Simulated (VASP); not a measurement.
Computed with PBE GGA, VASP's PBE PAW potentials (set 64) (plane waves; VASP).

A VASP calculation is set up with these files.

File POSCAR:
```
BC32Si31
1
    8.7583314355     0.0000000000     0.0000000000
    0.0000000000     8.7583314355    -0.0000000000
   -0.0000000000    -0.0000000000     8.7583314355
Si C B
31 32 1
Direct
  0.5000000000   0.0000000000   0.0000000000
  0.7500000000   0.2500000000   0.0000000000
  0.7500000000   0.0000000000   0.2500000000
  0.0000000000   0.0000000000   0.0000000000
  0.2500000000   0.2500000000   0.0000000000
  0.5000000000   0.5000000000   0.0000000000
  0.7500000000   0.7500000000   0.0000000000
  0.2500000000   0.0000000000   0.2500000000
  0.5023210000   0.2556390000   0.2515680000
  0.7443200000   0.4950950000   0.2507830000
  0.5000000000   0.0000000000   0.5000000000
  0.7451240000   0.2475020000   0.4952490000
  0.7500000000   0.0000000000   0.7500000000
  0.0000000000   0.5000000000   0.0000000000
  0.2500000000   0.7500000000   0.0000000000
  0.0000000000   0.2500000000   0.2500000000
  0.2495340000   0.5005020000   0.2508780000
  0.5017060000   0.7554790000   0.2524830000
  0.0000000000   0.0000000000   0.5000000000
  0.2445250000   0.2455440000   0.4970800000
  0.7537180000   0.7494700000   0.5012080000
  0.2500000000   0.0000000000   0.7500000000
  0.5046120000   0.2502240000   0.7550110000
  0.7477730000   0.4970010000   0.7488680000
  0.0000000000   0.7500000000   0.2500000000
  0.0000000000   0.5000000000   0.5000000000
  0.2467700000   0.7485650000   0.4992440000
  0.0000000000   0.2500000000   0.7500000000
  0.2448210000   0.4976280000   0.7448060000
  0.5043120000   0.7546730000   0.7494530000
  0.0000000000   0.7500000000   0.7500000000
  0.6250000000   0.1250000000   0.1250000000
  0.8750000000   0.3750000000   0.1250000000
  0.8750000000   0.1250000000   0.3750000000
  0.1250000000   0.1250000000   0.1250000000
  0.3750000000   0.3750000000   0.1250000000
  0.6250000000   0.6250000000   0.1250000000
  0.8750000000   0.8750000000   0.1250000000
  0.3750000000   0.1250000000   0.3750000000
  0.6194760000   0.3708670000   0.3766670000
  0.8750000000   0.6250000000   0.3750000000
  0.6250000000   0.1250000000   0.6250000000
  0.8750000000   0.3750000000   0.6250000000
  0.8750000000   0.1250000000   0.8750000000
  0.1250000000   0.6250000000   0.1250000000
  0.3750000000   0.8750000000   0.1250000000
  0.1250000000   0.3750000000   0.3750000000
  0.3696710000   0.6215410000   0.3722810000
  0.6250000000   0.8750000000   0.3750000000
  0.1250000000   0.1250000000   0.6250000000
  0.3790660000   0.3693880000   0.6206950000
  0.6282760000   0.6215820000   0.6243370000
  0.8750000000   0.8750000000   0.6250000000
  0.3750000000   0.1250000000   0.8750000000
  0.6250000000   0.3750000000   0.8750000000
  0.8750000000   0.6250000000   0.8750000000
  0.1250000000   0.8750000000   0.3750000000
  0.1250000000   0.6250000000   0.6250000000
  0.3750000000   0.8750000000   0.6250000000
  0.1250000000   0.3750000000   0.8750000000
  0.3750000000   0.6250000000   0.8750000000
  0.6250000000   0.8750000000   0.8750000000
  0.1250000000   0.8750000000   0.8750000000
  0.4976020000   0.5004570000   0.4955750000
```

INCAR:
```
SYSTEM  =  BC32Si31
PREC  =  Normal; ENCUT  =  400; LREAL  =  Auto
LASPH  =  .TRUE.; ISYM  =  0; NELECT  =  256.0
EDIFF  =  1E-5; NELM  =  100; NELMIN  =  4
ALGO  =  Fast
ISMEAR  =  0; SIGMA  =  0.05
GGA  =  PE
IBRION  =  2; NSW  =  60; ISIF  =  2
EDIFFG  =  -0.03
LWAVE  =  .TRUE.; LCHARG  =  .FALSE.
```

KPOINTS:
```
Regular mesh
0
Gamma
 1 1 1
0 0 0
```

POTCAR, in this order: Si C B (PBE.64 set). Program: vasp_gam.

Output

File OUTCAR:
```
 ion  position               nearest neighbor table
   1  0.500  0.000  0.000-  32 1.90  46 1.90  54 1.90  62 1.90  23 3.07  30 3.07  18 3.08   2 3.10
                            22 3.10   3 3.10   5 3.10   7 3.10   8 3.10  13 3.10  15 3.10   9 3.14
   2  0.750  0.250  0.000-  32 1.90  33 1.90  44 1.90  55 1.90  23 3.04  10 3.07  24 3.09   9 3.09
                            16 3.10   4 3.10   6 3.10  28 3.10   1 3.10   3 3.10  13 3.10  14 3.10
   3  0.750  0.000  0.250-  32 1.90  34 1.90  38 1.90  49 1.90  12 3.05  18 3.05  16 3.10   2 3.10
                            19 3.10  25 3.10   4 3.10   7 3.10  11 3.10   1 3.10  21 3.11   9 3.12
   4  0.000  0.000  0.000-  35 1.90  38 1.90  44 1.90  63 1.90   8 3.10  13 3.10  15 3.10  16 3.10
                            22 3.10  25 3.10  28 3.10  31 3.10   2 3.10   3 3.10   5 3.10   7 3.10
   5  0.250  0.250  0.000-  35 1.90  36 1.90  54 1.90  60 1.90  23 3.09  16 3.10  22 3.10   1 3.10
                            28 3.10   4 3.10   6 3.10   8 3.10  14 3.10  17 3.11  29 3.11   9 3.12
   6  0.500  0.500  0.000-  36 1.90  37 1.90  55 1.90  61 1.90  23 3.06  10 3.07   9 3.07  24 3.09
                             5 3.10  15 3.10   7 3.10   2 3.10  17 3.10  30 3.13  18 3.15
   7  0.750  0.750  0.000-  37 1.90  38 1.90  56 1.90  62 1.90  30 3.07  14 3.10  25 3.10   1 3.10
                            31 3.10   3 3.10   4 3.10   6 3.10  13 3.10  18 3.10  24 3.12  10 3.13
   8  0.250  0.000  0.250-  35 1.90  39 1.90  46 1.90  57 1.90  20 3.05  18 3.07   1 3.10  19 3.10
                             4 3.10  25 3.10   5 3.10  11 3.10  15 3.10  16 3.10  27 3.10   9 3.15
   9  0.502  0.256  0.252-  40 1.81  36 1.89  32 1.92  39 1.93  10 2.98  12 3.01   6 3.07  17 3.08
                             2 3.09   3 3.12  20 3.12   5 3.12  11 3.12   1 3.14   8 3.15
  10  0.744  0.495  0.251-  40 1.90  37 1.90  33 1.91  41 1.95   9 2.98  12 3.05   6 3.07   2 3.07
                            16 3.10  18 3.12  26 3.13  21 3.13   7 3.13  14 3.14
  11  0.500  0.000  0.500-  39 1.90  42 1.90  49 1.90  59 1.90  18 3.05  12 3.05  30 3.06  13 3.10
                             8 3.10  22 3.10   3 3.10  20 3.10   9 3.12  21 3.12  27 3.13  23 3.13
  12  0.745  0.248  0.495-  40 1.86  42 1.88  34 1.89  43 1.96   9 3.01  10 3.05  11 3.05   3 3.05
                            16 3.10  23 3.10  13 3.11  19 3.11  24 3.12  26 3.14
  13  0.750  0.000  0.750-  42 1.90  44 1.90  53 1.90  62 1.90  30 3.04  23 3.07  21 3.09   2 3.10
                            28 3.10   4 3.10  31 3.10   7 3.10  11 3.10  19 3.10   1 3.10  12 3.11
  14  0.000  0.500  0.000-  33 1.90  45 1.90  56 1.90  60 1.90  16 3.10  25 3.10  28 3.10  31 3.10
                             2 3.10   5 3.10   7 3.10  15 3.10  29 3.10  17 3.10  24 3.12  10 3.14
  15  0.250  0.750  0.000-  45 1.90  46 1.90  61 1.90  63 1.90  14 3.10  22 3.10  25 3.10  31 3.10
                             1 3.10   4 3.10   6 3.10   8 3.10  17 3.10  18 3.12  30 3.13  29 3.14
  16  0.000  0.250  0.250-  33 1.90  34 1.90  35 1.90  47 1.90  20 3.04  14 3.10  19 3.10   2 3.10
                            26 3.10   3 3.10   4 3.10   5 3.10   8 3.10  17 3.10  12 3.10  10 3.10
  17  0.250  0.501  0.251-  48 1.83  47 1.89  45 1.90  36 1.91  27 3.07   9 3.08  26 3.09  25 3.09
                            16 3.10  15 3.10  14 3.10  20 3.10   6 3.10   5 3.11  18 3.14
  18  0.502  0.755  0.252-  49 1.85  46 1.89  37 1.93  48 1.95  11 3.05   3 3.05   8 3.07   1 3.08
                            21 3.10   7 3.10  27 3.11  10 3.12  15 3.12  17 3.14   6 3.15
  19  0.000  0.000  0.500-  34 1.90  50 1.90  53 1.90  57 1.90  20 3.04  21 3.08  27 3.09  25 3.10
                            13 3.10  28 3.10  31 3.10  16 3.10   3 3.10   8 3.10  22 3.10  12 3.11
  20  0.245  0.246  0.497-  50 1.86  47 1.88  39 1.89  51 1.93  19 3.04  16 3.04   8 3.05  28 3.08
...
```

### OSZICAR
```
...
DAV:   2    -0.377460404815E+03   -0.17477E+04   -0.16447E+04   427   0.267E+02
DAV:   3    -0.523224645916E+03   -0.14576E+03   -0.14421E+03   380   0.779E+01
DAV:   4    -0.527250585423E+03   -0.40259E+01   -0.40127E+01   388   0.145E+01
DAV:   5    -0.527350719758E+03   -0.10013E+00   -0.99930E-01   380   0.226E+00    0.488E+01
RMM:   6    -0.467541437968E+03    0.59809E+02   -0.17731E+02   322   0.230E+01    0.229E+01
RMM:   7    -0.468899395776E+03   -0.13580E+01   -0.76768E+01   322   0.161E+01    0.109E+01
RMM:   8    -0.467947757944E+03    0.95164E+00   -0.89252E+00   322   0.637E+00    0.359E+00
RMM:   9    -0.467878880162E+03    0.68878E-01   -0.64455E-01   322   0.230E+00    0.130E+00
RMM:  10    -0.467813693563E+03    0.65187E-01   -0.23304E-01   322   0.936E-01    0.372E-01
RMM:  11    -0.467820591738E+03   -0.68982E-02   -0.56944E-02   345   0.429E-01    0.204E-01
RMM:  12    -0.467821083614E+03   -0.49188E-03   -0.44603E-03   322   0.163E-01    0.443E-02
RMM:  13    -0.467821186082E+03   -0.10247E-03   -0.11880E-03   330   0.708E-02    0.322E-02
RMM:  14    -0.467821259558E+03   -0.73476E-04   -0.34495E-04   322   0.369E-02    0.323E-02
RMM:  15    -0.467821214016E+03    0.45542E-04   -0.15923E-04   321   0.240E-02    0.111E-02
RMM:  16    -0.467821220152E+03   -0.61358E-05   -0.21022E-05   204   0.110E-02
   1 F= -.46782122E+03 E0= -.46782122E+03  d E =-.467821E+03
       N       E                     dE             d eps       ncg     rms          rms(c)
DAV:   1    -0.468320835409E+03   -0.49962E+00   -0.12850E+02   346   0.284E+01    0.382E+00
RMM:   2    -0.468474258646E+03   -0.15342E+00   -0.40332E+00   322   0.494E+00    0.175E+00
RMM:   3    -0.468449143822E+03    0.25115E-01   -0.73189E-01   325   0.194E+00    0.119E+00
RMM:   4    -0.468445421746E+03    0.37221E-02   -0.15948E-01   329   0.838E-01    0.529E-01
RMM:   5    -0.468447687352E+03   -0.22656E-02   -0.32506E-02   339   0.400E-01    0.184E-01
RMM:   6    -0.468447963668E+03   -0.27632E-03   -0.68681E-03   329   0.182E-01    0.482E-02
RMM:   7    -0.468448076207E+03   -0.11254E-03   -0.13542E-03   342   0.860E-02    0.343E-02
RMM:   8    -0.468448083152E+03   -0.69454E-05   -0.37349E-04   321   0.423E-02    0.137E-02
RMM:   9    -0.468448083839E+03   -0.68671E-06   -0.78870E-05   304   0.208E-02
   2 F= -.46844808E+03 E0= -.46844808E+03  d E =-.626864E+00
       N       E                     dE             d eps       ncg     rms          rms(c)
DAV:   1    -0.468637907272E+03   -0.18982E+00   -0.14466E+01   340   0.972E+00    0.108E+00
RMM:   2    -0.468652825066E+03   -0.14918E-01   -0.41819E-01   322   0.158E+00    0.575E-01
RMM:   3    -0.468648653154E+03    0.41719E-02   -0.75816E-02   322   0.622E-01    0.279E-01
RMM:   4    -0.468649132303E+03   -0.47915E-03   -0.19887E-02   331   0.279E-01    0.116E-01
RMM:   5    -0.468649260161E+03   -0.12786E-03   -0.27874E-03   330   0.122E-01    0.521E-02
RMM:   6    -0.468649312001E+03   -0.51840E-04   -0.66035E-04   332   0.575E-02    0.196E-02
RMM:   7    -0.468649319562E+03   -0.75614E-05   -0.12946E-04   334   0.252E-02    0.101E-02
RMM:   8    -0.468649320992E+03   -0.14292E-05   -0.29988E-05   219   0.125E-02
   3 F= -.46864932E+03 E0= -.46864932E+03  d E =-.828101E+00
       N       E                     dE             d eps       ncg     rms          rms(c)
DAV:   1    -0.468875779903E+03   -0.22646E+00   -0.42929E+01   348   0.162E+01    0.164E+00
RMM:   2    -0.468887331283E+03   -0.11551E-01   -0.73966E-01   322   0.209E+00    0.722E-01
RMM:   3    -0.468876604551E+03    0.10727E-01   -0.14806E-01   322   0.838E-01    0.409E-01
RMM:   4    -0.468877379373E+03   -0.77482E-03   -0.28569E-02   325   0.349E-01    0.217E-01
RMM:   5    -0.468877771447E+03   -0.39207E-03   -0.61843E-03   340   0.164E-01    0.674E-02
RMM:   6    -0.468877835043E+03   -0.63596E-04   -0.11178E-03   335   0.707E-02    0.274E-02
RMM:   7    -0.468877854641E+03   -0.19599E-04   -0.22644E-04   335   0.328E-02    0.130E-02
RMM:   8    -0.468877856591E+03   -0.19496E-05   -0.76439E-05   277   0.176E-02
   4 F= -.46887786E+03 E0= -.46887786E+03  d E =-.228536E+00
       N       E                     dE             d eps       ncg     rms          rms(c)
DAV:   1    -0.468877865780E+03   -0.11139E-04   -0.21048E-03   372   0.114E-01    0.108E-02
RMM:   2    -0.468877867726E+03   -0.19454E-05   -0.48171E-05   249   0.162E-02    0.520E-03
RMM:   3    -0.468877867666E+03    0.59223E-07   -0.90118E-06   191   0.660E-03    0.301E-03
RMM:   4    -0.468877867689E+03   -0.22188E-07   -0.15545E-06   162   0.272E-03
   5 F= -.46887787E+03 E0= -.46887787E+03  d E =-.228547E+00
       N       E                     dE             d eps       ncg     rms          rms(c)
DAV:   1    -0.468925651591E+03   -0.47784E-01   -0.12330E+01   324   0.900E+00    0.916E-01
RMM:   2    -0.468936289457E+03   -0.10638E-01   -0.28724E-01   322   0.132E+00    0.460E-01
RMM:   3    -0.468934330124E+03    0.19593E-02   -0.55092E-02   325   0.518E-01    0.255E-01
RMM:   4    -0.468934289721E+03    0.40403E-04   -0.11374E-02   332   0.220E-01    0.112E-01
RMM:   5    -0.468934413588E+03   -0.12387E-03   -0.19726E-03   336   0.988E-02    0.398E-02
RMM:   6    -0.468934435338E+03   -0.21749E-04   -0.38236E-04   335   0.435E-02    0.138E-02
RMM:   7    -0.468934442332E+03   -0.69942E-05   -0.74900E-05   288   0.199E-02
   6 F= -.46893444E+03 E0= -.46893444E+03  d E =-.565746E-01
       N       E                     dE             d eps       ncg     rms          rms(c)
DAV:   1    -0.468937999530E+03   -0.35642E-02   -0.50700E-01   348   0.183E+00    0.178E-01
RMM:   2    -0.468938436951E+03   -0.43742E-03   -0.11713E-02   322   0.267E-01    0.936E-02
RMM:   3    -0.468938337220E+03    0.99731E-04   -0.21962E-03   325   0.104E-01    0.484E-02
RMM:   4    -0.468938338609E+03   -0.13889E-05   -0.47476E-04   330   0.446E-02    0.208E-02
RMM:   5    -0.468938343160E+03   -0.45508E-05   -0.76604E-05   297   0.196E-02
   7 F= -.46893834E+03 E0= -.46893834E+03  d E =-.604755E-01
       N       E                     dE             d eps       ncg     rms          rms(c)
DAV:   1    -0.468947084387E+03   -0.87458E-02   -0.14233E+00   339   0.317E+00    0.336E-01
RMM:   2    -0.468947999649E+03   -0.91526E-03   -0.29690E-02   322   0.433E-01    0.153E-01
RMM:   3    -0.468947601229E+03    0.39842E-03   -0.48270E-03   322   0.165E-01    0.696E-02
RMM:   4    -0.468947593279E+03    0.79504E-05   -0.12006E-03   326   0.727E-02    0.257E-02
RMM:   5    -0.468947607326E+03   -0.14047E-04   -0.19061E-04   338   0.305E-02    0.146E-02
RMM:   6    -0.468947609934E+03   -0.26077E-05   -0.38760E-05   230   0.138E-02
   8 F= -.46894761E+03 E0= -.46894761E+03  d E =-.926677E-02
       N       E                     dE             d eps       ncg     rms          rms(c)
DAV:   1    -0.468947636917E+03   -0.29591E-04   -0.39432E-03   388   0.167E-01    0.182E-02
RMM:   2    -0.468947638371E+03   -0.14546E-05   -0.80315E-05   322   0.226E-02    0.824E-03
RMM:   3    -0.468947636828E+03    0.15433E-05   -0.13259E-05   191   0.861E-03    0.353E-03
RMM:   4    -0.468947636744E+03    0.84030E-07   -0.23755E-06   190   0.342E-03
   9 F= -.46894764E+03 E0= -.46894764E+03  d E =-.929358E-02
       N       E                     dE             d eps       ncg     rms          rms(c)
DAV:   1    -0.468949846286E+03   -0.22095E-02   -0.26741E-01   338   0.138E+00    0.142E-01
RMM:   2    -0.468950064415E+03   -0.21813E-03   -0.53571E-03   322   0.184E-01    0.645E-02
RMM:   3    -0.468950023489E+03    0.40926E-04   -0.89254E-04   324   0.705E-02    0.324E-02
RMM:   4    -0.468950021941E+03    0.15476E-05   -0.21665E-04   326   0.311E-02    0.119E-02
RMM:   5    -0.468950024895E+03   -0.29541E-05   -0.35548E-05   225   0.132E-02
  10 F= -.46895002E+03 E0= -.46895002E+03  d E =-.238815E-02
```

**OUTCAR**
```
------------------------ aborting loop because EDIFF is reached ----------------------------------------
  FORCE on cell =-STRESS in cart. coord.  units (eV):
  Direction    XX          YY          ZZ          XY          YZ          ZX
  --------------------------------------------------------------------------------------
  Total       -1.3110308     -1.3143655     -1.3172094     -0.0088226      0.0072607     -0.0146376
  in kB       -3.1265065     -3.1344591     -3.1412411     -0.0210398      0.0173150     -0.0349074
  external PRESSURE =      -3.1340689 kB  Pullay stress =       0.0000000 kB
  volume of cell :      671.84
      direct lattice vectors                 reciprocal lattice vectors
     8.758331436  0.000000000  0.000000000     0.114176999  0.000000000  0.000000000
     0.000000000  8.758331436  0.000000000     0.000000000  0.114176999  0.000000000
     0.000000000  0.000000000  8.758331436     0.000000000  0.000000000  0.114176999
  FREE ENERGIE OF THE ION-ELECTRON SYSTEM (eV)
  ---------------------------------------------------
  free  energy   TOTEN  =      -468.9500248951 eV

  energy  without entropy=     -468.9500248951  energy(sigma->0) =     -468.95002490

 reached required accuracy - stopping structural energy minimisation
```
(Selected blocks of OUTCAR.)

File CONTCAR:
```
BC32Si31
   1.00000000000000
     8.7583314355000006    0.0000000000000000    0.0000000000000000
     0.0000000000000000    8.7583314355000006    0.0000000000000000
     0.0000000000000000    0.0000000000000000    8.7583314355000006
  Si              C               B
    31    32     1
Direct
     0.4998997505581043    0.9997599088462894    0.9998884817561714
     0.7493241364027805    0.2503407374343761    0.0000746434753534
     0.7493285884450707    0.9999440560621964    0.2503631973917257
     0.9999264393657702    0.9997550835236800    0.9998820907856781
     0.2501377526657687    0.2503333747752309    0.9994811259425309
     0.4997531363048019    0.4999128626700178    0.9996954606026678
     0.7493298103427375    0.7493327890957242    0.9997765776315738
     0.2501173743937554    0.9993991849242682    0.2500853059842859
     0.4999773618925800    0.2535557058440486    0.2534438251581256
     0.7455763868231821    0.4990976577363813    0.2537030726909544
     0.4998276275685288    0.9997051352310711    0.4998703131783940
     0.7455732083757246    0.2534557947286598    0.4991110606297530
     0.7495802873898301    0.9995534732103023    0.7496135639455589
     0.9997512577807887    0.4997288329069734    0.9997759296974932
     0.2505455312056801    0.7492133589524306    0.9997954615553054
     0.9994835678966424    0.2502450598959557    0.2502658367359108
     0.2533571561036415    0.5004525081677470    0.2534798558505136
     0.4990146906034190    0.7460118922646640    0.2538757040710635
     0.9997586487942992    0.9997056351874029    0.4998835294811904
     0.2535630354477609    0.2532397560854430    0.5002551879064020
     0.7461537685338050    0.7458214914141430    0.5005744533311398
     0.2503922675060414    0.9999072925095773    0.7494355190997046
     0.4992072320084498    0.2535599238823452    0.7460589986150001
     0.7459206415366803    0.5003384305867532    0.7459664221896917
     0.9998621987598674    0.7492139261543639    0.2501221934125000
     0.9996391120661025    0.4995214604098652    0.4997026900992141
     0.2533888406328942    0.7458268490659622    0.4991625429836865
     0.9999324112148286    0.2501167740452211    0.7492944120332652
     0.2536359160108783    0.4989363607777014    0.7456478810544211
     0.5006905157322680    0.7459314381530234    0.7457655667977147
     0.9998264146249179    0.7491720441233488    0.7495141272439632
     0.6245384721370165    0.1259396977355456    0.1259867737429121
     0.8735395351719056    0.3751324233464147    0.1260102901751709
     0.8735459553152878    0.1258727807348404    0.3751661201152414
     0.1247990989746125    0.1249099310859244    0.1248054020873799
     0.3745289889663150    0.3749532761935138    0.1247468237087253
     0.6245579486576547    0.6249257007310426    0.1250395764008219
     0.8747022441888793    0.8747453219314758    0.1248846350652533
     0.3746360816017272    0.1246181378475140    0.3746143104743448
     0.6164962433127820    0.3824438683782990    0.3825256688945203
     0.8745603752025548    0.6246183745237567    0.3747326503151662
     0.6248333163268870    0.1247138935203915    0.6250531427263445
     0.8744027395443876    0.3745404738739563    0.6247375713326829
     0.8748254143529340    0.1248893730005778    0.8749430711422580
     0.1259357747161869    0.6245841846326938    0.1256503194468078
     0.3751089988897117    0.8735540645309684    0.1258720928097575
     0.1248609335061593    0.3745849744564776    0.3746675224067524
     0.3823567042969263    0.6168873761043731    0.3827341458911207
     0.6249451677096231    0.8745664414602522    0.3750084519046234
     0.1259413844846712    0.1256885190453927    0.6246111042786426
     0.3826142250985571    0.3822865944212283    0.6167297143219790
     0.6169664314271849    0.6167261539878444    0.6167488919691207
     0.8738966313553529    0.8735049608851182    0.6248393413180284
     0.3750840534315493    0.1258948630008953    0.8737917384462665
     0.6247783888014982    0.3748164905535460    0.8746913462977600
     0.8736203361256678    0.6245252908479794    0.8737764260442966
     0.1256785483554558    0.8735159611451214    0.3749096338394888
     0.1247179069992253    0.6245461678079041    0.6246624305763280
     0.3747311217810677    0.8745594987411427    0.6247568035706828
     0.1257624061500230    0.3749969396619490    0.8734391942158728
     0.3748868669353644    0.6247353894872686    0.8742684504552533
     0.6246800273281484    0.8735993242166193    0.8737328230248927
     0.1250582331366676    0.8746171265268273    0.8747837002475770
     0.4995613787304131    0.4995746269179674    0.4997008014229642
```

At this cut-off the stress carries a Pulay error, which pulls relaxed volumes low. The cell is charged, with a uniform compensating background. The supercell is sampled at Γ alone, which is coarse: total energies, pressure and levels can be off, energies of defects by several tenths of an eV.

The cell is a supercell with a defect, built from SiC (zinc blende): B_Si, charge -1. The run is not spin-polarised, so no state with unpaired spins was tried.
